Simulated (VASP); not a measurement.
**Lattice of WC (Qusongite) across functionals and dispersion corrections**

Which functional gives the lattice of WC (Qusongite) as experiment finds it, and is a dearer one worth its cost? The levels: LDA, PBEsol, PBE, r2SCAN, PBE + D3(BJ), r2SCAN + rVV10, r2SCAN + D4 and revPBE + D3(BJ). LASPH is on for some levels and off for others; the table marks which. The start is a cell from a database of measured crystal structures.

Main program and level: VASP 6.6.1; LDA; plane waves and PAW (W, C), in the first sound run; inputs show where later runs differ.

Experimental background.

For WC, hexagonal WC (polycrystalline pellet, spark plasma sintered, 99.996 wt% purity), “Reflectance spectral studies of spark plasma sintered tungsten carbide pellet” (2024, arxiv:2411.15754) gives, by X-ray diffraction: lattice constant a (a of hexagonal cell) 2.906 Å; lattice constant c (c of hexagonal cell) 2.837 Å.

### Step 1. Starting point

Before any relaxation, the start is as follows. The structure is hexagonal, space group P-6m2 (No. 187). Conventional cell: a = 2.907 Å, b = 2.907 Å, c = 2.837 Å, α = 90.00°, β = 90.00°, γ = 120.00°. W has 6 C at 2.20 Å nearest. Nearest to C lie 6 W at 2.20 Å. Farther neighbours are not listed.

### Step 2. Relaxation with LDA

The start need not lie at this functional's minimum. ISIF = 3 frees volume, shape and positions, and EDIFFG sets the threshold on forces and stress at which the search stops. LDA, the lowest rung, knows the local density alone.

File INCAR:

```
SYSTEM = WC
PREC = Accurate
ENCUT = 560
EDIFF = 1E-06
NELM = 100
ISMEAR = -1
SIGMA = 0.05
LREAL = .FALSE.
ALGO = Normal
GGA = CA
NBANDS = 11
LORBIT = 11
LWAVE = .FALSE.
LCHARG = .FALSE.
KPAR = 2
IBRION = 2
NSW = 60
ISIF = 3
EDIFFG = -0.01
```

File POSCAR:

```
WC
1.0
    2.9065000000      0.0000000000      0.0000000000
   -1.4532500000      2.5171028361      0.0000000000
    0.0000000000      0.0000000000      2.8366000000
W C
1 1
Direct
    0.0000000000      0.0000000000      0.0000000000
    0.6666666667      0.3333333333      0.5000000000
```

File KPOINTS:

```
Automatic mesh
0
Gamma
10 10 9
0 0 0
```

Potentials, in the order of the species: W and C (PBE family, release 64).

Started as:

```bash
$ mpirun -np 2 vasp_std
```

Output:

```text
[banner, memory and clock lines left out]
running    2 mpi-ranks, on    1 nodes
 distrk:  each k-point on    1 cores,    2 groups
 distr:  one band on    1 cores,    1 groups

 POSCAR found type information on POSCAR W C
 POSCAR found :  2 types and       2 ions
|                                                                             |
|               ----> ADVICE to this user running VASP <----                  |
|                                                                             |
|     You enforced a specific xc type in the INCAR file but a different       |
|     [... a line on the potential file left out ...]
|     I HOPE YOU KNOW WHAT YOU ARE DOING!                                     |
|                                                                             |

 LDA part: xc-table for (Slater(with rela. corr.)+CA(PZ))
 , standard interpolation
 POSCAR, INCAR and KPOINTS ok, starting setup
 FFT: planning ... GRIDC
 FFT: planning ... GRID_SOFT
 FFT: planning ... GRID
 WAVECAR not read
 entering main loop
       N       E                     dE             d eps       ncg     rms          rms(c)
DAV:   1     0.252205233383E+02    0.25221E+02   -0.53540E+03  1548   0.879E+02
DAV:   2    -0.258046090240E+02   -0.51025E+02   -0.48291E+02  1761   0.208E+02
DAV:   3    -0.279450199707E+02   -0.21404E+01   -0.21154E+01  1886   0.358E+01
DAV:   4    -0.279606334566E+02   -0.15613E-01   -0.15609E-01  1689   0.352E+00
DAV:   5    -0.279607000680E+02   -0.66611E-04   -0.66610E-04  1894   0.228E-01    0.363E+01
DAV:   6    -0.249914804837E+02    0.29692E+01   -0.13896E+01  1832   0.227E+01    0.122E+01
DAV:   7    -0.248919933640E+02    0.99487E-01   -0.72553E-01  1585   0.657E+00    0.897E+00
DAV:   8    -0.248468575464E+02    0.45136E-01   -0.11688E-01  1681   0.266E+00    0.227E+00
DAV:   9    -0.248413163017E+02    0.55412E-02   -0.15280E-02  1657   0.777E-01    0.981E-02
DAV:  10    -0.248412137513E+02    0.10255E-03   -0.86490E-04  1758   0.266E-01    0.199E-01
DAV:  11    -0.248411931937E+02    0.20558E-04   -0.82794E-05  1854   0.633E-02    0.987E-03
DAV:  12    -0.248411925926E+02    0.60114E-06   -0.37349E-06  1519   0.134E-02
   1 F= -.24841193E+02 E0= -.24840369E+02  d E =-.248412E+02
 curvature:   0.00 expect dE= 0.000E+00 dE for cont linesearch  0.000E+00
 trial: gam= 0.00000 g(F)=  0.413E-48 g(S)=  0.703E-01 ort = 0.000E+00 (trialstep = 0.100E+01)
 search vector abs. value=  0.703E-01
 bond charge predicted
       N       E                     dE             d eps       ncg     rms          rms(c)
DAV:   1    -0.248051346595E+02    0.36059E-01   -0.23715E+00  1540   0.129E+01    0.598E+00
DAV:   2    -0.247746928856E+02    0.30442E-01   -0.23319E-02  1828   0.140E+00    0.308E+00
DAV:   3    -0.247626702333E+02    0.12023E-01   -0.19848E-02  1723   0.110E+00    0.856E-02
DAV:   4    -0.247626750935E+02   -0.48603E-05   -0.24224E-04  1726   0.115E-01    0.487E-02
DAV:   5    -0.247626757307E+02   -0.63716E-06   -0.67595E-05  1833   0.542E-02    0.260E-02
DAV:   6    -0.247626769794E+02   -0.12487E-05   -0.18701E-06  1365   0.107E-02    0.818E-03
DAV:   7    -0.247626773325E+02   -0.35309E-06   -0.21938E-07   908   0.380E-03
   2 F= -.24762677E+02 E0= -.24761545E+02  d E =0.785153E-01
[...]
3 F= -.24849994E+02 E0= -.24849133E+02  d E =-.880183E-02
[...]
4 F= -.24850000E+02 E0= -.24849138E+02  d E =-.880716E-02
[...]
5 F= -.24849997E+02 E0= -.24849134E+02  d E =-.880411E-02
[...]
6 F= -.24849987E+02 E0= -.24849137E+02  d E =0.101782E-04
 trial-energy change:    0.000010  1 .order    0.000011   -0.000072    0.000095
 step:   0.3684(harm=  0.3684)  dis= 0.00000  next Energy=   -24.850012 (dE=-0.156E-04)
 bond charge predicted
       N       E                     dE             d eps       ncg     rms          rms(c)
DAV:   1    -0.248500202083E+02   -0.33093E-04   -0.83516E-04  1540   0.224E-01    0.397E-02
DAV:   2    -0.248500147036E+02    0.55047E-05   -0.15684E-05  1817   0.336E-02    0.158E-02
DAV:   3    -0.248500129295E+02    0.17740E-05   -0.21376E-06  1287   0.958E-03    0.796E-03
DAV:   4    -0.248500127416E+02    0.18797E-06   -0.54284E-07   809   0.514E-03
   7 F= -.24850013E+02 E0= -.24849156E+02  d E =-.160361E-04
 curvature:  -0.18 expect dE=-0.552E-06 dE for cont linesearch -0.771E-08
 trial: gam= 0.01313 g(F)=  0.790E-49 g(S)=  0.300E-05 ort = 0.189E-05 (trialstep = 0.754E+00)
 search vector abs. value=  0.306E-05
 reached required accuracy - stopping structural energy minimisation
```

The job ended after 25 s (2 MPI ranks of AMD EPYC 7R43, shared host; peak memory 0.24 GiB).

The logs omit lines about the potential files and the build; timing stands in the text.

Parts of OUTCAR (step 2):

```text
ion  position               nearest neighbor table
   1  0.000  0.000  0.000-   2 2.20   2 2.20   2 2.20   2 2.20   2 2.20   2 2.20
   2  0.667  0.333  0.500-   1 2.20   1 2.20   1 2.20   1 2.20   1 2.20   1 2.20

  LATTYP: Found a hexagonal cell.
 ALAT       =     2.9065000000
 C/A-ratio  =     0.9759504559

 Subroutine GETGRP returns: Found 12 space group operations
 (whereof 12 operations were pure point group operations)

The static configuration has the point symmetry D_3h.

 Found     70 irreducible k-points:

   k-points           NKPTS =     70   k-points in BZ     NKDIM =     70   number of bands    NBANDS=     11

   dimension x,y,z NGX =    24 NGY =   24 NGZ =   24
   dimension x,y,z NGXF=    48 NGYF=   48 NGZF=   48

   ENCUT  =  560.0 eV  41.16 Ry    6.42 a.u.   5.61  5.61  5.47*2*pi/ulx,y,z

   NELECT =      10.0000    total number of electrons

 k-points in reciprocal lattice and weights: Automatic mesh
   0.00000000  0.00000000  0.00000000       0.001
   0.10000000  0.00000000  0.00000000       0.007
   0.20000000  0.00000000  0.00000000       0.007
   0.30000000  0.00000000  0.00000000       0.007
   0.40000000  0.00000000  0.00000000       0.007
   0.50000000  0.00000000  0.00000000       0.003
   0.10000000  0.10000000  0.00000000       0.007
   0.20000000  0.10000000  0.00000000       0.013
   0.30000000  0.10000000  0.00000000       0.013
[...]
0.40000000  0.20000000  0.44444444       0.013
   0.30000000  0.30000000  0.44444444       0.013

 average (electrostatic) potential at core
       1 -36.7445       2 -45.9094

 E-fermi :   8.2206

 k-point     1 :       0.0000    0.0000    0.0000
  band No.  band energies     occupation
      1      -6.1888      2.00000
      2       3.8087      2.00000
      3       4.8204      2.00000
      4       4.8204      2.00000
      5       8.4105      0.04380
      6      11.5033      0.00000
      7      11.5033      0.00000
      8      13.9937      0.00000
      9      13.9937      0.00000
    ...

 k-point     2 :       0.1000    0.0000    0.0000
  band No.  band energies     occupation
      1      -5.9326      2.00000
      2       3.8409      2.00000
      3       4.5344      2.00000
      4       5.0735      2.00000
      5       7.6629      1.99997
      6      11.4079      0.00000
      7      12.3295      0.00000
      8      13.4907      0.00000
      9      13.8143      0.00000
     10      15.7825      0.00000
    ...

 k-point     3 :       0.2000    0.0000    0.0000
  band No.  band energies     occupation
      1      -5.2219      2.00000
      2       3.1414      2.00000
      3       4.7225      2.00000
      4       5.7687      2.00000
      5       6.4449      2.00000
      6      11.1671      0.00000
      7      12.4675      0.00000
      8      13.4129      0.00000
      9      13.6829      0.00000
     10      17.3544      0.00000
    ...

  Total       -0.0077810     -0.0077810     -0.0018069     -0.0000000     -0.0000000      0.0000000
  in kB       -0.6114466     -0.6114466     -0.1419937     -0.0000000     -0.0000000      0.0000000
  external PRESSURE =      -0.4549623 kB  Pullay stress =       0.0000000 kB

  energy-cutoff  :      560.00
  volume of cell :       20.39
      direct lattice vectors                 reciprocal lattice vectors
     2.890212522  0.000000000  0.000000000     0.345995318  0.199760490  0.000000000
    -1.445106261  2.502997466  0.000000000    -0.000000000  0.399520980 -0.000000000
    -0.000000000  0.000000000  2.818359508    -0.000000000 -0.000000000  0.354816338

 POSITION                                       TOTAL-FORCE (eV/Angst)
 -----------------------------------------------------------------------------------
     -0.00000      0.00000      0.00000        -0.000000      0.000000      0.000000
      1.44511      0.83433      1.40918         0.000000     -0.000000      0.000000
 -----------------------------------------------------------------------------------
    total drift:                               -0.000000      0.000000      0.000000

  FREE ENERGIE OF THE ION-ELECTRON SYSTEM (eV)
  ---------------------------------------------------
  free  energy   TOTEN  =       -24.8500127416 eV

  energy  without entropy=      -24.8482991666  energy(sigma->0) =      -24.84915595

 reached required accuracy - stopping structural energy minimisation

 total charge
# of ion       s       p       d       tot
------------------------------------------
    1        0.626   0.895   4.493   6.014
    2        0.840   1.585   0.000   2.425
--------------------------------------------------
tot          1.466   2.480   4.493   8.439

[... 3 further parts left out ...]
```

CONTCAR:

```
WC
   1.00000000000000
     2.8902125219533623    0.0000000000000000    0.0000000000000000
    -1.4451062609766812    2.5029974663480217    0.0000000000000000
    -0.0000000000000000    0.0000000000000000    2.8183595075299057
  W               C
     1     1
Direct
     0.0000000000000000    0.0000000000000000    0.0000000000000000
     0.6666666667000030    0.3333333332999970    0.5000000000000000
```

The PAW data sets were made with PBE, though LDA sets exist; this is a small mismatch. The data set W keeps the semicore shell frozen, which is cheaper and a little less accurate. The run keeps the 12 symmetry operations of its start, so it cannot find a distortion of lower symmetry.

Step by step:

```csv
step,energy less that of the first step (eV),largest force (eV/Å),pressure (GPa),volume (Å³)
1,0.0000,0.0000,-7.56,20.75
2,0.0785,0.0000,26.86,19.32
3,-0.0088,0.0000,-0.21,20.40
4,-0.0088,0.0000,-0.07,20.39
5,-0.0088,0.0000,0.09,20.38
6,-0.0088,0.0000,-0.25,20.40
7,-0.0088,0.0000,-0.05,20.39
```

```csv
"conventional cell, symmetrised",before,after,change
a (Å),2.907,2.890,-0.6 %
b (Å),2.907,2.890,-0.6 %
c (Å),2.837,2.818,-0.6 %
volume (Å³/atom),10.38,10.19,-1.8 %
```

The relaxed structure:

```xyz
2
Lattice="2.8902 0.0000 0.0000 -1.4451 2.5030 0.0000 0.0000 0.0000 2.8184" Properties=species:S:1:pos:R:3 pbc="T T T"
W     0.0000    0.0000    0.0000
C     1.4451    0.8343    1.4092
```

This step gave:

| Property | Result |
| --- | --- |
| electrons | 10 |
| bands | 11 |
| irreducible k-points | 70 |
| symmetry operations | 12 |
| free energy (TOTEN) | -24.85 eV |
| energy at zero smearing | -24.85 eV |
| Fermi energy | 8.221 eV |
| pressure | -0.04550 GPa |
| metallic | yes |
| SCF cycles over all ionic steps | 37 |

It ends with forces that vanish by symmetry and a pressure of -0.05 GPa. The volume lies -1.8 % from that of the database's start, which holds the thermal and zero-point expansion of its experiment. The conventional cell has a = 2.890 and c = 2.818 Å.

### Step 3. Relaxation with PBEsol

This step: PBEsol; plane waves and PAW (W, C) (VASP 6.6.1).

PBEsol restores the gradient expansion of exchange and is tuned for the cells of solids.

INCAR: that of step 2 with these lines changed.

```diff
@@ -9,3 +9,3 @@
 ALGO = Normal
-GGA = CA
+GGA = PS
 NBANDS = 11
```

POSCAR is that of step 2.

KPOINTS is that of step 2.

Started as:

```bash
$ mpirun -np 2 vasp_std
```

Output:

```text
[banner, memory and clock lines left out]
running    2 mpi-ranks, on    1 nodes
 distrk:  each k-point on    1 cores,    2 groups
 distr:  one band on    1 cores,    1 groups

 POSCAR found type information on POSCAR W C
 POSCAR found :  2 types and       2 ions
 [... a notice as in an earlier step ...]

 LDA part: xc-table for (Slater+PW92), standard interpolation
 POSCAR, INCAR and KPOINTS ok, starting setup
 FFT: planning ... GRIDC
 FFT: planning ... GRID_SOFT
 FFT: planning ... GRID
 WAVECAR not read
 entering main loop
       N       E                     dE             d eps       ncg     rms          rms(c)
DAV:   1     0.259003015476E+02    0.25900E+02   -0.53529E+03  1548   0.879E+02
DAV:   2    -0.248429178077E+02   -0.50743E+02   -0.48027E+02  1761   0.208E+02
DAV:   3    -0.269426917415E+02   -0.20998E+01   -0.20755E+01  1886   0.354E+01
DAV:   4    -0.269578092044E+02   -0.15117E-01   -0.15113E-01  1683   0.345E+00
DAV:   5    -0.269578730103E+02   -0.63806E-04   -0.63805E-04  1902   0.223E-01    0.345E+01
DAV:   6    -0.241136548052E+02    0.28442E+01   -0.12671E+01  1827   0.217E+01    0.115E+01
DAV:   7    -0.240317706014E+02    0.81884E-01   -0.62420E-01  1585   0.624E+00    0.835E+00
DAV:   8    -0.239906817621E+02    0.41089E-01   -0.11362E-01  1678   0.248E+00    0.206E+00
DAV:   9    -0.239845485323E+02    0.61332E-02   -0.16726E-02  1648   0.819E-01    0.111E-01
DAV:  10    -0.239844827153E+02    0.65817E-04   -0.93966E-04  1772   0.268E-01    0.190E-01
DAV:  11    -0.239844664061E+02    0.16309E-04   -0.10000E-04  1888   0.686E-02    0.742E-03
DAV:  12    -0.239844639679E+02    0.24382E-05   -0.52963E-06  1628   0.156E-02    0.149E-02
DAV:  13    -0.239844639914E+02   -0.23502E-07   -0.43381E-07   830   0.644E-03
   1 F= -.23984464E+02 E0= -.23983667E+02  d E =-.239845E+02
 curvature:   0.00 expect dE= 0.000E+00 dE for cont linesearch  0.000E+00
 trial: gam= 0.00000 g(F)=  0.171E-49 g(S)=  0.199E-01 ort = 0.000E+00 (trialstep = 0.100E+01)
 search vector abs. value=  0.199E-01
 bond charge predicted
       N       E                     dE             d eps       ncg     rms          rms(c)
DAV:   1    -0.239752769160E+02    0.91871E-02   -0.66260E-01  1540   0.675E+00    0.301E+00
DAV:   2    -0.239669457185E+02    0.83312E-02   -0.64560E-03  1828   0.715E-01    0.157E+00
DAV:   3    -0.239636774628E+02    0.32683E-02   -0.57843E-03  1723   0.571E-01    0.421E-02
DAV:   4    -0.239636832243E+02   -0.57614E-05   -0.67453E-05  1702   0.617E-02    0.288E-02
DAV:   5    -0.239636879482E+02   -0.47240E-05   -0.18050E-05  1839   0.265E-02    0.489E-03
DAV:   6    -0.239636883685E+02   -0.42021E-06   -0.54537E-07   977   0.639E-03
   2 F= -.23963688E+02 E0= -.23962840E+02  d E =0.207756E-01
 trial-energy change:    0.020776  1 .order    0.021300   -0.019937    0.062537
 step:   0.2489(harm=  0.2417)  dis= 0.00000  next Energy=   -23.986953 (dE=-0.249E-02)
 bond charge predicted
       N       E                     dE             d eps       ncg     rms          rms(c)
DAV:   1    -0.239935612753E+02   -0.29873E-01   -0.36525E-01  1540   0.492E+00    0.223E+00
DAV:   2    -0.239888548264E+02    0.47064E-02   -0.35995E-03  1825   0.523E-01    0.119E+00
DAV:   3    -0.239869930069E+02    0.18618E-02   -0.33890E-03  1699   0.429E-01    0.332E-02
DAV:   4    -0.239869932867E+02   -0.27972E-06   -0.43701E-05  1696   0.491E-02    0.216E-02
DAV:   5    -0.239869925068E+02    0.77988E-06   -0.95388E-06  1821   0.203E-02
   3 F= -.23986993E+02 E0= -.23986193E+02  d E =-.252852E-02
 curvature:  -0.12 expect dE=-0.220E-05 dE for cont linesearch -0.157E-06
 trial: gam=-0.00715 g(F)=  0.118E-47 g(S)=  0.182E-04 ort = 0.161E-03 (trialstep = 0.850E+00)
 search vector abs. value=  0.170E-04
 reached required accuracy - stopping structural energy minimisation
```

Run time: 17 s. Hardware: 2 MPI ranks; peak memory 0.26 GiB; 32 s of CPU time.

OUTCAR, selected parts (step 3):

```text
The static configuration has the point symmetry D_3h.

 Found     70 irreducible k-points:

   NELECT =      10.0000    total number of electrons

 E-fermi :   8.2658

 k-point     1 :       0.0000    0.0000    0.0000
  band No.  band energies     occupation
      1      -6.2173      2.00000
      2       3.8959      2.00000
      3       4.9053      2.00000
      4       4.9053      2.00000
      5       8.4464      0.05261
      6      11.5106      0.00000
      7      11.5106      0.00000
      8      14.0162      0.00000
      9      14.0162      0.00000
    ...

 k-point     2 :       0.1000    0.0000    0.0000
  band No.  band energies     occupation
      1      -5.9643      2.00000
      2       3.9262      2.00000
      3       4.6118      2.00000
      4       5.1541      2.00000
      5       7.7079      1.99997
      6      11.4164      0.00000
      7      12.3316      0.00000
      8      13.4978      0.00000
      9      13.8338      0.00000
     10      15.6536      0.00000
    ...

  Total       -0.0163955     -0.0163955      0.0147793      0.0000000     -0.0000000      0.0000000
  in kB       -1.2777618     -1.2777618      1.1518034      0.0000000     -0.0000000      0.0000000
  external PRESSURE =      -0.4679067 kB  Pullay stress =       0.0000000 kB

  energy-cutoff  :      560.00
  volume of cell :       20.56
      direct lattice vectors                 reciprocal lattice vectors
     2.898167907  0.000000000  0.000000000     0.345045571  0.199212153 -0.000000000
    -1.449083954  2.509887032 -0.000000000     0.000000000  0.398424306 -0.000000000
     0.000000000  0.000000000  2.826235826     0.000000000  0.000000000  0.353827515

 POSITION                                       TOTAL-FORCE (eV/Angst)
 -----------------------------------------------------------------------------------
      0.00000      0.00000      0.00000         0.000000     -0.000000     -0.000000
      1.44908      0.83663      1.41312        -0.000000      0.000000      0.000000
 -----------------------------------------------------------------------------------
    total drift:                               -0.000000      0.000000      0.000000

  FREE ENERGIE OF THE ION-ELECTRON SYSTEM (eV)
  ---------------------------------------------------
  free  energy   TOTEN  =       -23.9869925068 eV

  energy  without entropy=      -23.9853944409  energy(sigma->0) =      -23.98619347

 total charge
# of ion       s       p       d       tot
------------------------------------------
    1        0.629   0.897   4.410   5.936
    2        0.849   1.565   0.000   2.415
--------------------------------------------------
tot          1.478   2.462   4.410   8.350

[... 8 parts as in an earlier step ...]

[... 5 further parts left out ...]
```

CONTCAR:

```
WC
   1.00000000000000
     2.8981679071623012    0.0000000000000000    0.0000000000000000
    -1.4490839535811506    2.5098870320358579   -0.0000000000000000
     0.0000000000000000    0.0000000000000000    2.8262358258291402
  W               C
     1     1
Direct
     0.0000000000000000    0.0000000000000000    0.0000000000000000
     0.6666666667000030    0.3333333332999970    0.5000000000000000
```

The PAW data sets were made with PBE, which is usual practice but a small mismatch for other functionals.

The steps of the relaxation:

```csv
step,energy less that of the first step (eV),largest force (eV/Å),pressure (GPa),volume (Å³)
1,0.0000,0.0000,-4.02,20.75
2,0.0208,0.0000,13.05,19.98
3,-0.0025,0.0000,-0.05,20.56
```

```csv
"conventional cell, symmetrised",before,after,change
a (Å),2.907,2.898,-0.3 %
b (Å),2.907,2.898,-0.3 %
c (Å),2.837,2.826,-0.4 %
volume (Å³/atom),10.38,10.28,-0.9 %
```

Final coordinates:

```
W C
1.0
     2.89817    0.00000    0.00000
    -1.44908    2.50989    0.00000
     0.00000    0.00000    2.82624
W C
1 1
Direct
  0.00000 0.00000 0.00000
  0.66667 0.33333 0.50000
```

Numbers from this step:

```yaml
free_energy_toten: -23.99 eV
energy_at_zero_smearing: -23.99 eV
fermi_energy: 8.266 eV
pressure: -0.04679 GPa
scf_cycles_over_all_ionic_steps: 24
```

It ends at 10.28 Å³/atom, -0.9 % from the start, with -0.05 GPa left. The conventional cell has a = 2.898 and c = 2.826 Å.

(Continued in part 2 of 3.)

[Lines on the potential files, build, host, timing and source positions are cut from VASP's logs without a mark.]

[Logs are printed without paths, hosts, clocks, repeated set-up lines and the standing remarks that a program may print on its own settings, such as how far it seeks lower states.]

[Hosts, paths, dates, database ids (printed as entryN), source tags and the programs' standing remarks are cut or masked in the printed files.]

[A measured line is paired with the nearest computed mode of its activity, which favours agreement.]
